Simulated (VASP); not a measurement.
OSZICAR of a VASP run on WSi2 (atoms displaced from the I4/mmm structure):

File OSZICAR:
```
       N       E                     dE             d eps       ncg     rms          rms(c)
DAV:   1     0.854868488458E+02    0.85487E+02   -0.81817E+03  4464   0.100E+03
DAV:   2    -0.253845491590E+02   -0.11087E+03   -0.10942E+03  5210   0.278E+02
DAV:   3    -0.281059919211E+02   -0.27214E+01   -0.26830E+01  6050   0.410E+01
DAV:   4    -0.281233069042E+02   -0.17315E-01   -0.17310E-01  5063   0.379E+00
DAV:   5    -0.281235194171E+02   -0.21251E-03   -0.21251E-03  6043   0.394E-01    0.244E+01
DAV:   6    -0.273463772383E+02    0.77714E+00   -0.47262E+00  5406   0.156E+01    0.817E+00
DAV:   7    -0.272443921168E+02    0.10199E+00   -0.40452E-01  4979   0.369E+00    0.461E+00
DAV:   8    -0.272153963533E+02    0.28996E-01   -0.64904E-02  5763   0.208E+00    0.280E-01
DAV:   9    -0.272147887807E+02    0.60757E-03   -0.18291E-03  5301   0.342E-01    0.166E-01
DAV:  10    -0.272146194196E+02    0.16936E-03   -0.39306E-04  5378   0.198E-01    0.398E-02
DAV:  11    -0.272146132630E+02    0.61566E-05   -0.38517E-05  5588   0.513E-02    0.174E-02
DAV:  12    -0.272146129953E+02    0.26769E-06   -0.21778E-06  3946   0.116E-02
   1 F= -.27214613E+02 E0= -.27208895E+02  d E =-.114355E-01
```

**Question.** Which electronic solver shows in the log?

**Answer.** It is blocked Davidson (ALGO = Normal, or the opening steps of other solvers). The INCAR had ALGO = Normal.

**Question.** Can the final energy be trusted as converged?

**Answer.** The run converged. It stopped with EDIFF = 1E-6, NELM = 100 (LDA (Ceperley-Alder, Perdew-Zunger), plane waves, VASP's LDA PAW potentials (set 64)).

The structure is a typed WSi2 crystal (I4/mmm). The cell was not relaxed at this level, atoms are displaced from their ideal sites. The k-mesh is coarse (spacing up to 0.35 per Å, 2π included), so the numbers may not be converged in it.
